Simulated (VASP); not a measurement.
# CdBr (P4/mmm) in VASP: phonons with r2SCAN

Aim: the phonons of CdBr with r2SCAN.

Program: VASP 6.6.1. These are calculated values, not measurements. Logs are shortened: lines on timing, memory, paths and dates and some standing lists are left out, and cuts for length are marked.

## (1) Starting point

It takes space group P4/mmm (No. 123, tetragonal). Conventional cell: a = 3.363 Å, b = 3.363 Å, c = 4.844 Å, α = 90.00°, β = 90.00°, γ = 90.00°. Cd (site symmetry 4/mmm) is surrounded by 4 Cd at 3.36 Å and 8 Br at 3.39 Å. Br (site symmetry 4/mmm) is surrounded by 4 Br at 3.36 Å and 8 Cd at 3.39 Å.

The cell was built by a generator and needn't be a form met in nature.

## (2) Phonons, r2SCAN

The input, POSCAR:

```
CdBr
1.0
    3.3632311200      0.0000000000      0.0000000000
    0.0000000000      3.3632311200      0.0000000000
    0.0000000000      0.0000000000      4.8437139000
Cd Br
1 1
Direct
    0.0000000000      0.0000000000      0.0000000000
    0.5000000000      0.5000000000      0.5000000000
```

The input, INCAR.step1:

```
SYSTEM = CdBr
ALGO = Normal ; EDIFF = 1E-8
EDIFFG = -0.002 ; ENCUT = 600
IBRION = 2 ; ISIF = 3
ISMEAR = 0 ; LASPH = .TRUE.
LCHARG = .FALSE. ; LMIXTAU = .TRUE.
LREAL = .FALSE. ; LWAVE = .FALSE.
METAGGA = R2SCAN ; NELM = 60
NSW = 40 ; PREC = Accurate
SIGMA = 0.05
```

The input, INCAR.step2:

```
SYSTEM = CdBr
ALGO = Normal ; EDIFF = 1E-8
ENCUT = 600 ; IBRION = 6
ISIF = 2 ; ISMEAR = 0
LASPH = .TRUE. ; LCHARG = .FALSE.
LMIXTAU = .TRUE. ; LREAL = .FALSE.
LWAVE = .FALSE. ; METAGGA = R2SCAN
NELM = 60 ; NFREE = 2
NSW = 1 ; POTIM = 0.015
PREC = Accurate ; SIGMA = 0.05
```

The input, KPOINTS:

```
k-points
0
G
  6 6 5
  0 0 0
```

Potentials or basis: VASP PAW PBE potentials, release 64 (Cd, Br).

Command:

```bash
> cat potpaw_PBE.64/Cd/POTCAR potpaw_PBE.64/Br/POTCAR > POTCAR
> cp INCAR.step1 INCAR
> mpirun -np 1 vasp_std > vasp.out
> cp CONTCAR POSCAR
> cp INCAR.step2 INCAR
> mpirun -np 1 vasp_std > vasp.out
```

OUTCAR:

```text
SYSTEM = CdBr
   EDIFF = 1E-8
   ENCUT = 600
   IBRION = 6
   ISIF = 2
   ISMEAR = 0
   LASPH = .TRUE.
   LREAL = .FALSE.
   METAGGA = R2SCAN
   NELM = 60
   NFREE = 2
   NSW = 1
   POTIM = 0.015
   PREC = Accurate

 ion  position               nearest neighbor table
   1  0.000  0.000  0.000-   2 3.22   2 3.22   2 3.22   2 3.22   2 3.22   2 3.22   2 3.22   2 3.22

   2  0.500  0.500  0.500-   1 3.22   1 3.22   1 3.22   1 3.22   1 3.22   1 3.22   1 3.22   1 3.22

  LATTYP: Found a simple tetragonal cell.
 ALAT       =     3.7131662031
 C/A-ratio  =     1.0043068849

  Lattice vectors:

 A1 = (   3.7131662031,   0.0000000000,   0.0000000000)
 A2 = (   0.0000000000,   3.7131662031,   0.0000000000)
 A3 = (   0.0000000000,   0.0000000000,   3.7291583826)

Analysis of symmetry for initial positions (statically):
=====================================================================
 Subroutine PRICEL returns:
 Original cell was already a primitive cell.

 Routine SETGRP: Setting up the symmetry group for a
 simple tetragonal supercell.

 Subroutine GETGRP returns: Found 16 space group operations
 (whereof 16 operations were pure point group operations)
 out of a pool of 16 trial point group operations.

The static configuration has the point symmetry D_4h.

Analysis of symmetry for dynamics (positions and initial velocities):
=====================================================================
 Subroutine PRICEL returns:
 Original cell was already a primitive cell.

 Routine SETGRP: Setting up the symmetry group for a
 simple tetragonal supercell.

 Subroutine GETGRP returns: Found 16 space group operations
 (whereof 16 operations were pure point group operations)
 out of a pool of 16 trial point group operations.

The dynamic configuration has the point symmetry D_4h.

 Subroutine INISYM returns: Found 16 space group operations
 (whereof 16 operations are pure point group operations),
 and found     1 'primitive' translations

----------------------------------------------------------------------------------------

                                     Primitive cell

  volume of cell :      51.4162

  direct lattice vectors                    reciprocal lattice vectors
     3.713166203  0.000000000  0.000000000     0.269311942  0.000000000  0.000000000
     0.000000000  3.713166203  0.000000000     0.000000000  0.269311942  0.000000000
     0.000000000  0.000000000  3.729158383     0.000000000  0.000000000  0.268157020

  length of vectors
     3.713166203  3.713166203  3.729158383     0.269311942  0.269311942  0.268157020

  position of ions in fractional coordinates (direct lattice)
     0.000000000  0.000000000  0.000000000
     0.500000000  0.500000000  0.500000000

  ion indices of the primitive-cell ions
   primitive index   ion index
                 1           1
                 2           2

----------------------------------------------------------------------------------------

 KPOINTS: k-points

Automatic generation of k-mesh.
 Grid dimensions read from file:
 generate k-points for:    6    6    5

 Generating k-lattice:

  Cartesian coordinates                     Fractional coordinates (reciprocal lattice)
     0.044885324  0.000000000  0.000000000     0.166666667  0.000000000  0.000000000
     0.000000000  0.044885324  0.000000000     0.000000000  0.166666667  0.000000000
     0.000000000  0.000000000  0.053631404     0.000000000  0.000000000  0.200000000

  Length of vectors
     0.044885324  0.044885324  0.053631404

[... 58 lines left out ...]
   NFREE  =      2    steps in history (QN), initial steepest desc. (CG)
   ISIF   =      2    stress and relaxation
   ISYM   =      2    0-nonsym 1-usesym 2-fastsym
   POTIM  = 0.0150    time-step for ionic-motion
   TEBEG  =    0.0;   TEEND  =   0.0 temperature during run
   PSTRESS=    0.0 pullay stress
   NELECT =      19.0000    total number of electrons
   NUPDOWN=      -1.0000    fix difference up-down
   EMIN   =  10.00;   EMAX   =-10.00  energy-range for DOS
   EFERMI =   0.00;   METHOD = LEGACY
   ISMEAR =     0;   SIGMA  =   0.05  broadening in eV -4-tet -1-fermi 0-gaus
   EFERMI_NEDOS =   21; number of points for ismear=-14 and -15
   IALGO  =     38    algorithm
   IMIX   =      4    mixing-type and parameters
     AMIX     =   0.40;   BMIX     =  1.00
     AMIX_MAG =   1.60;   BMIX_MAG =  1.00
  volume/ion in A,a.u.               =      25.71       173.49
  Fermi-wavevector in a.u.,A,eV,Ry     =   1.174788  2.220027 18.777765  1.380127
  Thomas-Fermi vector in A             =   2.311179
   LORBIT       =      0    0 simple, 1 ext, 2 COOP (PROOUT), +10 PAW based schemes
   METAGGA = R2SCAN    functional components
   LHFCALC =     F    Hartree Fock is set to
   AEXX    =    0.0000 exact exchange contribution
   IVDW    =     0    specifies the selected vdW correction
   LEPSILON=     F    determine dielectric tensor
   LRPA    =     F    only Hartree local field effects (RPA)
 finite differences with symmetry
 non-spin polarized calculation
 Gauss-broadening in eV      SIGMA  =   0.05
  energy-cutoff  :      600.00
  volume of cell :       51.42
 maximum number of plane-waves:      1743
 NGX is ok and might be reduce to    30
   NGX = 15   NGY = 15   NGZ = 15

--------------------------------------- Ionic step        1  -------------------------------------------

 number of electron      19.0000008 magnetization

 Free energy of the ion-electron system (eV)
  ---------------------------------------------------
  ext. energy  EPLUGINS =         0.00000000
  ---------------------------------------------------
  free energy    TOTEN  =       -33.92147963 eV

  energy without entropy =      -33.92017545  energy(sigma->0) =      -33.92082754

------------------------ aborting loop because EDIFF is reached ----------------------------------------

  FORCE on cell =-STRESS in cart. coord.  units (eV):
  Direction    XX          YY          ZZ          XY          YZ          ZX
  --------------------------------------------------------------------------------------
  -------------------------------------------------------------------------------------
  Total       -0.0080422     -0.0080422     -0.0147097      0.0000000     -0.0000000      0.0000000
  in kB       -0.2506023     -0.2506023     -0.4583690      0.0000000     -0.0000000      0.0000000
  external PRESSURE =      -0.3198579 kB  Pullay stress =       0.0000000 kB
[... 275 lines left out ...]
--------------------------------------- Ionic step        9  -------------------------------------------

 number of electron      19.0000009 magnetization

 Free energy of the ion-electron system (eV)
  ---------------------------------------------------
  ext. energy  EPLUGINS =         0.00000000
  ---------------------------------------------------
  free energy    TOTEN  =       -33.92145519 eV

  energy without entropy =      -33.92014949  energy(sigma->0) =      -33.92080234

 E-fermi :   2.6361     XC(G=0): -10.1524

 val. band max:        2.5861647754   @ k =   0.3333   0.3333   0.0000
 cond. band min:       2.6771329205   @ k =   0.3333   0.0000   0.0000
 fundamental gap:      0.0909681451
 Fermi energy:         2.6360789934

 k-point     1 :       0.0000    0.0000    0.0000
  band No.  band energies     occupation
      1     -14.1158      2.00000
      2      -6.4527      2.00000
      3      -6.4519      2.00000
      4      -6.1596      2.00000
      5      -6.1596      2.00000
      6      -6.1540      2.00000
      7      -0.7449      2.00000
      8      -0.7170      2.00000
      9      -0.7170      2.00000
     10      -0.1603      2.00000
     11       8.7035      0.00000
     12       8.7310      0.00000
     13      11.6354      0.00000
[... 354 lines left out ...]
  band No.  band energies     occupation
      1     -13.5550      2.00000
      2      -6.3387      2.00000
      3      -6.2446      2.00000
      4      -6.2311      2.00000
      5      -6.2180      2.00000
      6      -6.0846      2.00000
      7      -2.9253      2.00000
      8      -2.5409      2.00000
      9      -0.0253      2.00000
     10       1.4724      2.00000
     11       7.7175      0.00000
     12       8.3107      0.00000
     13      10.4516      0.00000

 [... further k-points ...]
[... 5 lines left out ...]
  --------------------------------------------------------------------------------------
  -------------------------------------------------------------------------------------
  Total       -0.0071541     -0.0071541     -0.0142538      0.0000000      0.0000000      0.0000000
  in kB       -0.2229285     -0.2229285     -0.4441627      0.0000000      0.0000000      0.0000000
  external PRESSURE =      -0.2966732 kB  Pullay stress =       0.0000000 kB
[... 17 lines left out ...]
  FREE ENERGIE OF THE ION-ELECTRON SYSTEM (eV)
  ---------------------------------------------------
  free  energy   TOTEN  =       -33.9214551882 eV

  energy  without entropy=      -33.9201494854  energy(sigma->0) =      -33.92080234

 INTERNAL STRAIN TENSORS FROM DISPLACED ATOMS
 ============================================

 INTERNAL STRAIN TENSOR FOR ION    1 for displacements in x,y,z  (eV/Angst):
          X           Y           Z          XY          YZ          ZX
  --------------------------------------------------------------------------------
  x     0.00000     0.00000     0.00000     0.00000     0.00000     0.00000
  y     0.00000     0.00000     0.00000     0.00000     0.00000     0.00000
  z     0.00000     0.00000     0.00000     0.00000     0.00000     0.00000

 INTERNAL STRAIN TENSOR FOR ION    2 for displacements in x,y,z  (eV/Angst):
          X           Y           Z          XY          YZ          ZX
  --------------------------------------------------------------------------------
  x     0.00000     0.00000     0.00000     0.00000     0.00000     0.00000
  y     0.00000     0.00000     0.00000     0.00000     0.00000     0.00000
  z     0.00000     0.00000     0.00000     0.00000     0.00000     0.00000

 Eigenvectors and eigenvalues of the dynamical matrix
 ----------------------------------------------------

   1 f  =    1.382967 THz     8.689438 2PiTHz   46.130812 cm-1     5.719489 meV
             X         Y         Z           dx          dy          dz
      0.000000  0.000000  0.000000    -0.000000   -0.000000   -0.692447
      1.856583  1.856583  1.864579     0.000000    0.000000    0.721469
[... 21 lines left out ...]
   6 f/i=    0.100513 THz     0.631540 2PiTHz    3.352745 cm-1     0.415687 meV
             X         Y         Z           dx          dy          dz
      0.000000  0.000000  0.000000    -0.622790    0.329605    0.000000
      1.856583  1.856583  1.864579    -0.627156    0.331916    0.000000

 ELASTIC MODULI CONTR FROM IONIC RELAXATION (kBar)
 Direction    XX          YY          ZZ          XY          YZ          ZX
 --------------------------------------------------------------------------------
 XX           0.0000      0.0000      0.0000      0.0000      0.0000      0.0000
 YY           0.0000      0.0000      0.0000      0.0000      0.0000      0.0000
 ZZ           0.0000      0.0000      0.0000      0.0000      0.0000      0.0000
 XY           0.0000      0.0000      0.0000      0.0000      0.0000      0.0000
 YZ           0.0000      0.0000      0.0000      0.0000      0.0000      0.0000
 ZX           0.0000      0.0000      0.0000      0.0000      0.0000      0.0000
 --------------------------------------------------------------------------------
```

It took 18 min on 1 thread of Intel Xeon Platinum 8559C (Emerald Rapids), shared host; peak memory 0.24 GiB.

Results:

| Item | Value |
| --- | --- |
| Relaxed volume | 25.71 Å³/atom |
| Relaxed cell | a = 3.713 Å, b = 3.713 Å, c = 3.729 Å, α = 90.00°, β = 90.00°, γ = 90.00° |
| Space group after relaxing (to 0.05 Å) | Pm-3m (No. 221) |
| Highest phonon frequency at Γ, LO-TO splitting left out | 46 cm⁻¹ |

Step by step:
| step | energy change (eV) | largest force (eV/Å) | pressure (GPa) | volume (Å³) |
| --- | --- | --- | --- | --- |
| 1 | 0.0000 | 0.0000 | -0.80 | 54.79 |
| 2 | -0.1842 | 0.0000 | -0.40 | 53.57 |
| 3 | -0.3025 | 0.0000 | 0.24 | 52.13 |
| 4 | -0.4033 | 0.0000 | 2.55 | 48.42 |
| 5 | -0.4141 | 0.0000 | 1.60 | 49.49 |
| 6 | -0.4142 | 0.0000 | 1.82 | 49.21 |
| 7 | -0.4136 | 0.0000 | 1.94 | 49.06 |
| 8 | -0.4262 | 0.0000 | -0.48 | 52.13 |
| 9 | -0.4277 | 0.0000 | 0.07 | 51.33 |
| 10 | -0.4277 | 0.0000 | 0.04 | 51.37 |
| 11 | -0.4279 | 0.0000 | 0.00 | 51.42 |
| 12 | -0.4279 | 0.0000 | -0.03 | 51.46 |
| 13 | -0.4279 | 0.0000 | -0.03 | 51.47 |
| 14 | -0.4279 | 0.0000 | 0.01 | 51.42 |

Final structure:
```xyz
2
Lattice="3.7132 0.0000 0.0000 0.0000 3.7132 0.0000 0.0000 0.0000 3.7292" Properties=species:S:1:pos:R:3 pbc="T T T"
Cd    0.0000    0.0000    0.0000
Br    1.8566    1.8566    1.8646
```

Phonon frequencies in cm⁻¹ (negative: imaginary):
```tsv
q point	frequencies
(0.000, 0.000, 0.000)	-3 -3 -3 38 38 46
```

Caveat: the PAW data sets were made with another functional, which shifts forces and pressure a little.
